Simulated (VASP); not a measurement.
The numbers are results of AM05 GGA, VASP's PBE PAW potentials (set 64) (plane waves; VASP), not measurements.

Input for VASP

File KPOINTS:
```
k-points along high-symmetry lines
15
Line-mode
Reciprocal
  0.000000   0.000000   0.000000 ! GAMMA
  0.500000   0.000000   0.500000 ! X

  0.500000   0.000000   0.500000 ! X
  0.625000   0.250000   0.625000 ! U

  0.375000   0.375000   0.750000 ! K
  0.000000   0.000000   0.000000 ! GAMMA

  0.000000   0.000000   0.000000 ! GAMMA
  0.500000   0.500000   0.500000 ! L

  0.500000   0.500000   0.500000 ! L
  0.500000   0.250000   0.750000 ! W

  0.500000   0.250000   0.750000 ! W
  0.500000   0.000000   0.500000 ! X
```

**INCAR**
```
ALGO = Normal
EDIFF = 1E-7
ENCUT = 520
GGA = AM
ICHARG = 11
ISMEAR = 0
LASPH = T
LCHARG = F
LORBIT = 11
LREAL = F
LWAVE = F
NELM = 100
PREC = Accurate
SIGMA = 0.05
SYSTEM = CaO
```

### POSCAR
```
CaO
1
   -0.0000000000     2.3944042406     2.3944042406
    2.3944042406     0.0000000000     2.3944042406
    2.3944042406     2.3944042406    -0.0000000000
Ca O
1 1
Direct
  0.0000000000   0.0000000000   0.0000000000
  0.5000000000   0.5000000000   0.5000000000
```

POTCAR, in this order: Ca_sv O (PBE.64 set). Program: vasp_std. Read from the step before: CHGCAR.

The run wrote:

File OSZICAR:
```
       N       E                     dE             d eps       ncg     rms          rms(c)
DAV:   1     0.125117140956E+03    0.12512E+03   -0.87021E+03  2160   0.136E+03
DAV:   2    -0.478432494444E+01   -0.12990E+03   -0.12286E+03  2460   0.331E+02
DAV:   3    -0.114447283020E+02   -0.66604E+01   -0.65132E+01  2768   0.725E+01
DAV:   4    -0.116848401190E+02   -0.24011E+00   -0.23957E+00  3148   0.128E+01
DAV:   5    -0.116896895802E+02   -0.48495E-02   -0.48491E-02  2748   0.163E+00
DAV:   6    -0.116897795975E+02   -0.90017E-04   -0.90017E-04  2904   0.171E-01
DAV:   7    -0.116897813347E+02   -0.17371E-05   -0.17372E-05  2856   0.211E-02
DAV:   8    -0.116897814037E+02   -0.69012E-07   -0.68987E-07  1948   0.283E-03
   1 F= -.11689781E+02 E0= -.11689781E+02  d E =-.702326E-17
```

File OUTCAR:
```
 val. band max:        2.3422324516   @ k =   0.0000   0.0000   0.0000

 cond. band min:       5.9138929128   @ k =   0.5000   0.0000   0.5000



 k-point     1 :       0.0000    0.0000    0.0000
  band No.  band energies     occupation
      1     -34.9898      2.00000
      2     -15.8726      2.00000
      3     -15.8726      2.00000
      4     -15.8726      2.00000
      5     -13.0644      2.00000
      6       2.3422      2.00000
      7       2.3422      2.00000
      8       2.3422      2.00000
      9       7.1129      0.00000
     10       8.5681      0.00000
     11       8.5681      0.00000
     12       8.5681      0.00000

 k-point     2 :       0.0357    0.0000    0.0357
  band No.  band energies     occupation
      1     -34.9880      2.00000
      2     -15.8962      2.00000
      3     -15.8756      2.00000
      4     -15.8756      2.00000
      5     -13.0355      2.00000
      6       2.2478      2.00000
      7       2.3304      2.00000
      8       2.3304      2.00000
      9       7.1955      0.00000
     10       8.5176      0.00000
     11       8.6193      0.00000
     12       8.6193      0.00000

 k-point     3 :       0.0714    0.0000    0.0714
  band No.  band energies     occupation
      1     -34.9825      2.00000
      2     -15.9615      2.00000
      3     -15.8846      2.00000
      4     -15.8846      2.00000
      5     -12.9562      2.00000
      6       1.9977      2.00000
      7       2.2972      2.00000
      8       2.2972      2.00000
      9       7.4126      0.00000
     10       8.3736      0.00000
     11       8.7689      0.00000
     12       8.7689      0.00000

 k-point     4 :       0.1071    0.0000    0.1071
  band No.  band energies     occupation
      1     -34.9738      2.00000
      2     -16.0547      2.00000
      3     -15.8991      2.00000
      4     -15.8991      2.00000
      5     -12.8446      2.00000
      6       1.6643      2.00000
      7       2.2484      2.00000
...
```

The density is held fixed in this step, so its total energy and stress have no physical meaning.

The compound is CaO in the rock salt structure. It was relaxed first.
